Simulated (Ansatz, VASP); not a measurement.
# Ni8Se (Ni(100)-(2x1)-Se, hollow site): VASP beside Ansatz, part 3 of 3

Wanted: the spread between two codes on one cell, functional and k mesh. Of the first pair: The structure shown is the start of the Ansatz relaxation below; VASP solves that cell, so the two are compared at the walk's first step.

VASP 6.6.1 and Ansatz 0.2.0.

So far: The starting structure; Ansatz: relaxation, PBE with D3(BJ); VASP: single point, PBE with D3(BJ), start cell, pair 1; Comparison.

### 6. VASP: single point, PBE with D3(BJ), relaxed cell, pair 2

Level of this step: PBE with D3(BJ), spin-polarised from a ferromagnetic start; plane waves and PAW (Ni, Se) (VASP).

The same cell, functional, mesh and smearing now go to VASP, with its own data sets.

INCAR

```
SYSTEM = Ni8Se
PREC = Accurate
ENCUT = 520
EDIFF = 1E-06
NELM = 200
ISMEAR = -1
SIGMA = 0.1
LREAL = .FALSE.
ALGO = Normal
GGA = PE
IVDW = 12
NBANDS = 60
ISPIN = 2
MAGMOM = 0.76 0.75 0.68 0.68 0.7 0.56 0.36 0.36 0.02
LASPH = .TRUE.
LMAXMIX = 4
LORBIT = 11
LWAVE = .FALSE.
LCHARG = .FALSE.
ISIF = 2
LDIPOL = .TRUE.
IDIPOL = 3
DIPOL = 0.5 0.5 0.482
LVHAR = .TRUE.
GGA_COMPAT = .FALSE.
NELMDL = -8
KPAR = 2
```

POSCAR

```
Ni8Se
1.0
    4.9780317396      0.0000000000      0.0000000000
    0.0000000000      2.4890158698      0.0000000000
    0.0000000000      0.0000000000     24.0390179078
Ni Se
8 1
Direct
    0.2500000000      0.5000000000      0.3535918161
    0.7500000000      0.5000000000      0.3535918161
    0.0000000000      0.0000000000      0.4268061216
    0.5000000000      0.0000000000      0.4268061216
    0.2500000000      0.5000000000      0.4980824861
    0.7500000000      0.5000000000      0.4993211649
    0.9932411255      0.0000000000      0.5713565569
    0.5067588745      0.0000000000      0.5713565569
    0.2500000000      0.5000000000      0.6379966402
```

KPOINTS

```
Automatic mesh
0
Gamma
6 11 1
0 0 0
```

PAW data sets: Ni and Se (PBE family, release 64).

Run with:

```sh
> mpirun -np 2 vasp_std
```

Numbers of over 12 decimals in the logs are rounded to 6 here.

The log of the run:

```text
[... set-up lines as in an earlier step ...]
 entering main loop
       N       E                     dE             d eps       ncg     rms          rms(c)
DAV:   1     0.645533114745E+03    0.64553E+03   -0.36925E+04  5768   0.146E+03
DAV:   2     0.875588149021E+01   -0.63678E+03   -0.60376E+03  5776   0.334E+02
DAV:   3    -0.504502812957E+02   -0.59206E+02   -0.55627E+02  6492   0.135E+02
DAV:   4    -0.526982172164E+02   -0.22479E+01   -0.22176E+01  6700   0.253E+01
[...]
DAV:  53    -0.453820178221E+02   -0.36512E-05   -0.24418E-08  3880   0.745E-04    0.569E-04
DAV:  54    -0.453820191970E+02   -0.13749E-05   -0.10259E-08  3912   0.129E-03    0.397E-04
DAV:  55    -0.453820199936E+02   -0.79657E-06   -0.72123E-09  3792   0.616E-04
   1 F= -.48530072E+02 E0= -.48300956E+02  d E =-.458233E+00  mag=     4.5183
```

OUTCAR, selected parts (step 6):

```text
 Edisp (eV)   -3.14805

  Total      -3.97834     1.25561    -1.35084     0.00000     0.00000     0.00000
  in kB     -21.39983     6.75406    -7.26630     0.00000     0.00000     0.00000
  external pressure =       -7.30 kB  Pullay stress =        0.00 kB

 POSITION                                       TOTAL-FORCE (eV/Angst)
 -----------------------------------------------------------------------------------
      1.24451      1.24451      8.50000         0.000000      0.000000      0.378372
      3.73352      1.24451      8.50000         0.000000      0.000000      0.402882
      0.00000      0.00000     10.26000        -0.017477      0.000000     -0.386835
      2.48902      0.00000     10.26000         0.017477      0.000000     -0.386835
      1.24451      1.24451     11.97341         0.000000      0.000000      0.001432
      3.73352      1.24451     12.00319         0.000000      0.000000     -0.004877
      4.94439      0.00000     13.73485        -0.027795      0.000000     -0.021026
      2.52266      0.00000     13.73485         0.027795      0.000000     -0.021026
      1.24451      1.24451     15.33681         0.000000      0.000000      0.037914
 -----------------------------------------------------------------------------------
    total drift:                                0.000000      0.000000     -0.001939

  FREE ENERGIE OF THE ION-ELECTRON SYSTEM (eV)
  ---------------------------------------------------
  free  energy   TOTEN  =       -48.5300719810 eV

  energy  without entropy=      -48.0718391107  energy(sigma->0) =      -48.30095555

 magnetization (x)
# of ion       s       p       d       tot
------------------------------------------
    1       -0.001  -0.018   0.750   0.731
    2       -0.003  -0.016   0.741   0.723
    3       -0.006  -0.023   0.666   0.636
    4       -0.006  -0.023   0.666   0.636
    5       -0.006  -0.020   0.688   0.661
    6       -0.004  -0.018   0.544   0.522
    7       -0.005  -0.010   0.349   0.334
    8       -0.005  -0.010   0.349   0.334
    9        0.002   0.021  -0.001   0.023
--------------------------------------------------
tot         -0.035  -0.119   4.752   4.599

[... 2 parts as in an earlier step ...]

[... 1 further part left out ...]
[key lines of the parts left out:]
E-fermi :   0.2349
```

### 7. Differences

What differs besides the data sets and the points named for the pairs above, as far as they apply: the data sets hold 160 valence electrons in Ansatz (on its default PAW (the set named soft_2) files) and 86 in VASP; site moments are counted in spheres of each program's own size. Total energies have different zeros and are not compared.

The two programs side by side:

```
                                   quantity  Ansatz  VASP  difference
                          total moment (μB)    4.62  4.52       +0.10
                         moment on Ni1 (μB)    0.76  0.73       +0.03
                         moment on Ni2 (μB)    0.76  0.72       +0.03
                         moment on Ni5 (μB)    0.70  0.66       +0.04
                         moment on Ni3 (μB)    0.68  0.64       +0.04
                         moment on Ni4 (μB)    0.68  0.64       +0.04
                         moment on Ni6 (μB)    0.56  0.52       +0.04
                         moment on Ni7 (μB)    0.36  0.33       +0.02
                         moment on Ni8 (μB)    0.36  0.33       +0.02
 work function, lower of the two faces (eV)    4.26  4.27       -0.01
work function, higher of the two faces (eV)    4.90  4.88       +0.02
```

Forces (eV/Å; atoms numbered as in POSCAR):

```
atom         Ansatz x, y, z           VASP x, y, z
 Ni1    0.000, 0.000, 0.384    0.000, 0.000, 0.378
 Ni2    0.000, 0.000, 0.409    0.000, 0.000, 0.403
 Ni3  -0.018, 0.000, -0.397  -0.017, 0.000, -0.387
 Ni4   0.018, 0.000, -0.397   0.017, 0.000, -0.387
 Ni5    0.000, 0.000, 0.001    0.000, 0.000, 0.001
 Ni6   0.000, 0.000, -0.005   0.000, 0.000, -0.005
 Ni7    0.001, 0.000, 0.004  -0.028, 0.000, -0.021
 Ni8   -0.001, 0.000, 0.004   0.028, 0.000, -0.021
 Se9   0.000, 0.000, -0.002    0.000, 0.000, 0.038
```

The forces differ by 13 meV/Å r.m.s., which is 8.9 % of the r.m.s. force of 0.150 eV/Å (both taken over all components). With vacuum in the cell, a pressure given here is an average over mostly empty space and none of the material.

### 8. Results

- r.m.s. force difference (single point, PBE with D3(BJ), start cell, pair 1): 3.6 % of the r.m.s. force
- r.m.s. force difference (single point, PBE with D3(BJ), relaxed cell, pair 2): 13 meV/Å

**Reading.** The r.m.s. force difference is 3.6 % of the r.m.s. force (single point, PBE with D3(BJ), start cell, pair 1), beyond the 3 % picked in this series as the mark of a large difference. The data sets hold unlike numbers of valence electrons (160 in Ansatz and 86 in VASP), so part of the differences comes from the potentials. What causes the difference of the single point, PBE with D3(BJ), relaxed cell, pair 2 pair stays open here. How closely two codes agree says nothing of how well the functional describes the real material.

[Lines on the potential files, build, host, timing and source positions are cut from VASP's logs without a mark.]

[Logs are printed without paths, hosts, clocks, repeated set-up lines and the standing remarks that a program may print on its own settings, such as how far it seeks lower states.]

[Hosts, paths, dates, database ids (printed as entryN), source tags and the programs' standing remarks are cut or masked in the printed files.]
